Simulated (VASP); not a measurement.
These are PBEsol GGA, VASP's PBE PAW potentials (set 64) (plane waves; VASP) values and carry that method's errors.

A VASP calculation is set up with these files.

File POSCAR:
```
LiF(100) slab
1
    2.8318493078     0.0000000000     0.0000000000
    0.0000000000     2.8318493078    -0.0000000000
   -0.0000000000    -0.0000000000    26.9208734258
Li F
6 6
Direct
  0.0000000000   0.5000000000   0.3140460000
  0.5000000000   0.0000000000   0.3884270000
  0.0000000000   0.5000000000   0.4628090000
  0.5000000000   0.0000000000   0.5371910000
  0.0000000000   0.5000000000   0.6115730000
  0.5000000000   0.0000000000   0.6859540000
  0.0000000000   0.5000000000   0.3884270000
  0.5000000000   0.0000000000   0.3140460000
  0.0000000000   0.5000000000   0.5371910000
  0.5000000000   0.0000000000   0.4628090000
  0.0000000000   0.5000000000   0.6859540000
  0.5000000000   0.0000000000   0.6115730000
```

INCAR:
```
SYSTEM = LiF(100) slab
PREC = Normal; ENCUT = 450; LREAL = .False.
LASPH = .True.
EDIFF = 1E-5; NELM = 100; NELMIN = 4
ALGO = Normal
ISMEAR = 0; SIGMA = 0.05
GGA = PS
IBRION = 2; NSW = 50; ISIF = 2
EDIFFG = -0.03
LWAVE = .True.; LCHARG = .False.
DIPOL = 0.5 0.5 0.5
LDIPOL = .True.; IDIPOL = 3
```

**KPOINTS**
```
Automatic mesh
0
gamma
  7 7 1
0 0 0
```

POTCAR, in this order: Li_sv F (PBE.64 set). Program: vasp_std.

The run wrote:

File OSZICAR:
```
       N       E                     dE             d eps       ncg     rms          rms(c)
DAV:   1     0.618138057292E+03    0.61814E+03   -0.28624E+04   804   0.149E+03
DAV:   2     0.105601423293E+02   -0.60758E+03   -0.58450E+03   865   0.431E+02
DAV:   3    -0.499058367768E+02   -0.60466E+02   -0.60255E+02   910   0.137E+02
DAV:   4    -0.610539326450E+02   -0.11148E+02   -0.11089E+02  1440   0.390E+01
DAV:   5    -0.624039150831E+02   -0.13500E+01   -0.13490E+01  1080   0.138E+01    0.105E+01
DAV:   6    -0.592567066782E+02    0.31472E+01   -0.13845E+01   971   0.204E+01    0.366E+00
DAV:   7    -0.591366527849E+02    0.12005E+00   -0.11478E+00  1128   0.431E+00    0.247E+00
DAV:   8    -0.589356059704E+02    0.20105E+00   -0.30509E-01  1027   0.383E+00    0.666E-01
DAV:   9    -0.588595741066E+02    0.76032E-01   -0.11518E-01  1072   0.189E+00    0.302E-01
DAV:  10    -0.588136170063E+02    0.45957E-01   -0.47134E-02   987   0.196E+00    0.165E-01
DAV:  11    -0.588078833880E+02    0.57336E-02   -0.20277E-02   987   0.111E+00    0.102E-01
DAV:  12    -0.588060608353E+02    0.18226E-02   -0.35587E-03  1104   0.596E-01    0.739E-02
DAV:  13    -0.588070698978E+02   -0.10091E-02   -0.20004E-03   928   0.476E-01    0.310E-02
DAV:  14    -0.588080547598E+02   -0.98486E-03   -0.84537E-04   986   0.150E-01    0.305E-02
DAV:  15    -0.588092330089E+02   -0.11782E-02   -0.20464E-04   735   0.159E-01    0.168E-02
DAV:  16    -0.588098457923E+02   -0.61278E-03   -0.10016E-04   713   0.984E-02    0.210E-02
DAV:  17    -0.588100845149E+02   -0.23872E-03   -0.76592E-05   723   0.559E-02    0.630E-03
DAV:  18    -0.588101693652E+02   -0.84850E-04   -0.15263E-05   642   0.355E-02    0.464E-03
DAV:  19    -0.588102697580E+02   -0.10039E-03   -0.13543E-05   677   0.285E-02    0.356E-03
DAV:  20    -0.588103059461E+02   -0.36188E-04   -0.58978E-06   645   0.178E-02    0.235E-03
DAV:  21    -0.588103434131E+02   -0.37467E-04   -0.30586E-06   552   0.129E-02    0.258E-03
DAV:  22    -0.588103497554E+02   -0.63423E-05   -0.12132E-06   635   0.972E-03
   1 F= -.58810350E+02 E0= -.58810350E+02  d E =-.588103E+02
       N       E                     dE             d eps       ncg     rms          rms(c)
DAV:   1    -0.588184798819E+02   -0.81365E-02   -0.45013E+00   765   0.127E+01    0.179E-01
DAV:   2    -0.588237002096E+02   -0.52203E-02   -0.60646E-02   907   0.132E+00    0.101E-01
DAV:   3    -0.588234780062E+02    0.22220E-03   -0.23822E-03  1248   0.285E-01    0.655E-02
DAV:   4    -0.588231107632E+02    0.36724E-03   -0.63824E-04   896   0.350E-01    0.204E-02
DAV:   5    -0.588230481060E+02    0.62657E-04   -0.43992E-04   856   0.199E-01    0.182E-02
DAV:   6    -0.588230690024E+02   -0.20896E-04   -0.10432E-04  1016   0.656E-02    0.949E-03
DAV:   7    -0.588230782902E+02   -0.92878E-05   -0.27677E-05   728   0.902E-02
   2 F= -.58823078E+02 E0= -.58823078E+02  d E =-.127285E-01
       N       E                     dE             d eps       ncg     rms          rms(c)
DAV:   1    -0.588206610847E+02    0.24079E-02   -0.74315E+00   740   0.161E+01    0.227E-01
DAV:   2    -0.588292112294E+02   -0.85501E-02   -0.97470E-02   904   0.165E+00    0.132E-01
DAV:   3    -0.588287957257E+02    0.41550E-03   -0.36789E-03  1256   0.341E-01    0.861E-02
DAV:   4    -0.588280940702E+02    0.70166E-03   -0.10115E-03   912   0.415E-01    0.282E-02
DAV:   5    -0.588280053311E+02    0.88739E-04   -0.67969E-04   864   0.247E-01    0.220E-02
DAV:   6    -0.588280377622E+02   -0.32431E-04   -0.17781E-04  1000   0.856E-02    0.126E-02
DAV:   7    -0.588280369953E+02    0.76695E-06   -0.52553E-05   824   0.117E-01
   3 F= -.58828037E+02 E0= -.58828037E+02  d E =-.176872E-01
       N       E                     dE             d eps       ncg     rms          rms(c)
DAV:   1    -0.588281648413E+02   -0.12708E-03   -0.17466E-02   857   0.783E-01    0.169E-02
DAV:   2    -0.588282191510E+02   -0.54310E-04   -0.37509E-04   923   0.109E-01    0.105E-02
DAV:   3    -0.588282287274E+02   -0.95765E-05   -0.13268E-05   716   0.285E-02    0.582E-03
DAV:   4    -0.588282487239E+02   -0.19996E-04   -0.70125E-06   640   0.263E-02    0.242E-03
DAV:   5    -0.588282627498E+02   -0.14026E-04   -0.32816E-06   648   0.160E-02    0.144E-03
DAV:   6    -0.588282732368E+02   -0.10487E-04   -0.15414E-06   622   0.104E-02    0.900E-04
DAV:   7    -0.588282795626E+02   -0.63257E-05   -0.98914E-07   628   0.973E-03
   4 F= -.58828280E+02 E0= -.58828280E+02  d E =-.179298E-01
       N       E                     dE             d eps       ncg     rms          rms(c)
DAV:   1    -0.588255346988E+02    0.27385E-02   -0.16865E+00   770   0.752E+00    0.112E-01
DAV:   2    -0.588274265799E+02   -0.18919E-02   -0.21884E-02   918   0.768E-01    0.587E-02
DAV:   3    -0.588273581797E+02    0.68400E-04   -0.95078E-04  1248   0.162E-01    0.383E-02
DAV:   4    -0.588272476878E+02    0.11049E-03   -0.13553E-04   888   0.142E-01    0.171E-02
DAV:   5    -0.588271817819E+02    0.65906E-04   -0.13454E-04   896   0.134E-01    0.844E-03
DAV:   6    -0.588271717168E+02    0.10065E-04   -0.45121E-05   758   0.664E-02    0.540E-03
DAV:   7    -0.588271637142E+02    0.80026E-05   -0.28742E-05   720   0.777E-02
   5 F= -.58827164E+02 E0= -.58827164E+02  d E =-.168140E-01
       N       E                     dE             d eps       ncg     rms          rms(c)
DAV:   1    -0.588270614871E+02    0.11023E-03   -0.12691E+00   740   0.654E+00    0.961E-02
DAV:   2    -0.588284620046E+02   -0.14005E-02   -0.16253E-02   895   0.669E-01    0.519E-02
DAV:   3    -0.588283911437E+02    0.70861E-04   -0.60176E-04  1167   0.139E-01    0.330E-02
DAV:   4    -0.588283011734E+02    0.89970E-04   -0.13097E-04   823   0.146E-01    0.126E-02
DAV:   5    -0.588282621429E+02    0.39031E-04   -0.10337E-04   942   0.107E-01    0.804E-03
DAV:   6    -0.588282673643E+02   -0.52214E-05   -0.26426E-05   720   0.410E-02
   6 F= -.58828267E+02 E0= -.58828267E+02  d E =-.179176E-01
       N       E                     dE             d eps       ncg     rms          rms(c)
DAV:   1    -0.588286681011E+02   -0.40596E-03   -0.24781E-01   740   0.302E+00    0.419E-02
DAV:   2    -0.588289592322E+02   -0.29113E-03   -0.30898E-03   852   0.329E-01    0.206E-02
DAV:   3    -0.588289729952E+02   -0.13763E-04   -0.21301E-04  1129   0.790E-02    0.125E-02
DAV:   4    -0.588289782383E+02   -0.52431E-05   -0.10964E-05   630   0.548E-02
   7 F= -.58828978E+02 E0= -.58828978E+02  d E =-.710874E-03
       N       E                     dE             d eps       ncg     rms          rms(c)
DAV:   1    -0.588288438535E+02    0.12914E-03   -0.30207E-01   740   0.339E+00    0.462E-02
DAV:   2    -0.588291778063E+02   -0.33395E-03   -0.38945E-03   851   0.399E-01    0.232E-02
DAV:   3    -0.588291837258E+02   -0.59195E-05   -0.30863E-04  1192   0.101E-01    0.143E-02
DAV:   4    -0.588291696156E+02    0.14110E-04   -0.31181E-05   813   0.853E-02    0.690E-03
DAV:   5    -0.588291600534E+02    0.95622E-05   -0.30518E-05   798   0.947E-02
   8 F= -.58829160E+02 E0= -.58829160E+02  d E =-.892689E-03
```

File OUTCAR:
```
------------------------ aborting loop because EDIFF is reached ----------------------------------------
  FORCE on cell =-STRESS in cart. coord.  units (eV):
  Direction    XX          YY          ZZ          XY          YZ          ZX
  --------------------------------------------------------------------------------------
  Total       -3.4741569     -3.4741569     -2.3075936      0.0000000      0.0000000      0.0000000
  in kB      -25.7828299    -25.7828299    -17.1253903      0.0000000      0.0000000      0.0000000
  external PRESSURE =     -22.8970167 kB  Pullay stress =       0.0000000 kB
  volume of cell :      215.89
      direct lattice vectors                 reciprocal lattice vectors
     2.831849308  0.000000000  0.000000000     0.353126135  0.000000000  0.000000000
     0.000000000  2.831849308  0.000000000     0.000000000  0.353126135  0.000000000
     0.000000000  0.000000000 26.920873426     0.000000000  0.000000000  0.037145897
 POSITION                                       TOTAL-FORCE (eV/Angst)
 -----------------------------------------------------------------------------------
      0.00000      1.41592      8.48664         0.000000      0.000000      0.005285
      1.41592      0.00000     10.44558         0.000000      0.000000     -0.002064
      0.00000      1.41592     12.45985         0.000000     -0.000000      0.013112
      1.41592      0.00000     14.46102        -0.000000      0.000000     -0.013112
      0.00000      1.41592     16.47529         0.000000     -0.000000      0.002064
      1.41592      0.00000     18.43424         0.000000      0.000000     -0.005285
      2.83185      1.41592     10.46048        -0.000000      0.000000     -0.029466
      1.41592      0.00000      8.42292         0.000000      0.000000      0.008189
      0.00000      1.41592     14.46365         0.000000      0.000000      0.006811
      1.41592      0.00000     12.45722         0.000000      0.000000     -0.006811
      0.00000      1.41592     18.49796         0.000000      0.000000     -0.008189
      1.41592      0.00000     16.46039         0.000000      0.000000      0.029466
 -----------------------------------------------------------------------------------
    total drift:                                0.000000      0.000000      0.000000
  FREE ENERGIE OF THE ION-ELECTRON SYSTEM (eV)
  ---------------------------------------------------
  free  energy   TOTEN  =       -58.8291600534 eV

  energy  without entropy=      -58.8291600534  energy(sigma->0) =      -58.82916005

 reached required accuracy - stopping structural energy minimisation
```
(Selected blocks of OUTCAR.)

CONTCAR:
```
LiF(100) slab
   1.00000000000000
     2.8318493078000002    0.0000000000000000    0.0000000000000000
     0.0000000000000000    2.8318493078000002    0.0000000000000000
     0.0000000000000000    0.0000000000000000   26.9208734258000000
  Li              F
     6     6
Direct
     0.0000000000000000    0.5000000000000000    0.3152436809843642
     0.5000000000000000    0.0000000000000000    0.3880104490087978
     0.0000000000000000    0.5000000000000000    0.4628322743036675
     0.5000000000000000    0.0000000000000000    0.5371677256963324
     0.0000000000000000    0.5000000000000000    0.6119895509912021
     0.5000000000000000    0.0000000000000000    0.6847563190156356
     1.0000000000000000    0.5000000000000000    0.3885640642610799
     0.5000000000000000    0.0000000000000000    0.3128768156674195
     0.0000000000000000    0.5000000000000000    0.5372652716473699
     0.5000000000000000    0.0000000000000000    0.4627347283526302
     0.0000000000000000    0.5000000000000000    0.6871231843325805
     0.5000000000000000    0.0000000000000000    0.6114359357389203
```

OUTCAR:
```
 val. band max:       -4.6607110091   @ k =   0.4286   0.0000   0.0000

 cond. band min:       2.3562865927   @ k =   0.0000   0.0000   0.0000


 Fermi energy:        -4.3558298508

 k-point     1 :       0.0000    0.0000    0.0000
  band No.  band energies     occupation
      1     -45.0987      2.00000
      2     -45.0987      2.00000
      3     -44.9460      2.00000
      4     -44.9344      2.00000
      5     -44.9038      2.00000
      6     -44.8724      2.00000
      7     -24.6363      2.00000
      8     -24.5303      2.00000
      9     -24.3099      2.00000
     10     -24.0649      2.00000
     11     -23.8465      2.00000
     12     -23.8304      2.00000
     13      -7.7097      2.00000
     14      -7.1687      2.00000
     15      -6.3868      2.00000
     16      -5.7460      2.00000
     17      -5.7460      2.00000
     18      -5.6402      2.00000
     19      -5.5738      2.00000
     20      -5.5738      2.00000
     21      -5.2810      2.00000
     22      -5.2810      2.00000
     23      -5.1276      2.00000
     24      -4.9878      2.00000
     25      -4.9878      2.00000
     26      -4.8483      2.00000
     27      -4.8023      2.00000
     28      -4.8023      2.00000
     29      -4.7521      2.00000
     30      -4.7521      2.00000
     31       2.3563      0.00000
     32       2.3787      0.00000
     33       3.2469      0.00000
     34       4.0602      0.00000
     35       4.5782      0.00000
     36       5.1455      0.00000
     37       5.3990      0.00000

 k-point     2 :       0.1429    0.0000    0.0000
  band No.  band energies     occupation
      1     -45.0937      2.00000
      2     -45.0937      2.00000
      3     -44.9389      2.00000
      4     -44.9293      2.00000
      5     -44.9003      2.00000
      6     -44.8711      2.00000
      7     -24.5855      2.00000
      8     -24.4906      2.00000
      9     -24.2868      2.00000
     10     -24.0605      2.00000
     11     -23.8335      2.00000
...
```

At this cut-off the stress carries a Pulay error, which pulls relaxed volumes low.

The cell is a thin slab with vacuum, built from LiF (rock salt): (100) face.
